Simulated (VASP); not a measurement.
VASP input:

KPOINTS:
```
Automatic mesh
0
Gamma
8 8 8
0 0 0
```

**INCAR**
```
SYSTEM = Ta3Ge
PREC = Accurate
ENCUT = 400
EDIFF = 1E-6
NELM = 100
ALGO = Normal
LREAL = .FALSE.
LASPH = .TRUE.
ISMEAR = 1
SIGMA = 0.1
GGA = PS
LMAXMIX = 6
LWAVE = .FALSE.
LCHARG = .FALSE.
IBRION = 2
ISIF = 3
NSW = 60
EDIFFG = -0.02
```

File POSCAR:
```
Ta3Ge
1
   -0.0000000000     3.2237369235     3.2237369235
    3.2237369235    -0.0000000000     3.2237369235
    3.2237369235     3.2237369235     0.0000000000
Ge Ta
1 3
Direct
  0.0000000000   0.0000000000   0.0000000000
  0.5000000000   0.5000000000   0.5000000000
  0.2500000000   0.2500000000   0.2500000000
  0.7500000000   0.7500000000   0.7500000000
```

POTCAR, in this order: Ge_d Ta_pv (PBE.64 set). Program: vasp_std.

**Question.** Translate this PBEsol calculation to Ansatz.

**Answer.** One equivalent input (not run):
Ansatz 0.2 input:
```yaml
crystal:
  lattice:
    - [0.0000000, 3.2237369, 3.2237369]
    - [3.2237369, 0.0000000, 3.2237369]
    - [3.2237369, 3.2237369, 0.0000000]
  atoms:
    - { symbol: Ge, position: [0.0000000, 0.0000000, 0.0000000] }
    - { symbol: Ta, position: [0.5000000, 0.5000000, 0.5000000] }
    - { symbol: Ta, position: [0.2500000, 0.2500000, 0.2500000] }
    - { symbol: Ta, position: [0.7500000, 0.7500000, 0.7500000] }
kpoints:
  mp_grid: { grid: [8, 8, 8] }
hamiltonian:
  xc: pbesol
  pseudopotentials: { kind: paw }
scf:
  occupations: { method: methfessel_paxton, width: 0.1 }
  max_iter: 100
relax:
  max_steps: 60
  f_tol: 0.02
  cell: {}
output: { forces: true, stress: true, eigenvalues: true }
```
What does not carry over: each code has its own PAW files, so the cut-off isn't converted (ENCUT is set for VASP's; basis.ecutwfc is left out, and Ansatz then takes the one that its files recommend); Ansatz stops its SCF on the density residual and VASP on the energy change (EDIFF).

The structure was generated: Ta3Ge was put into the D03 type (Fm-3m), which need not be its known phase. This run relaxes it. Symmetry was kept, so distortions that lower it aren't found. The start is the result of an earlier pass.
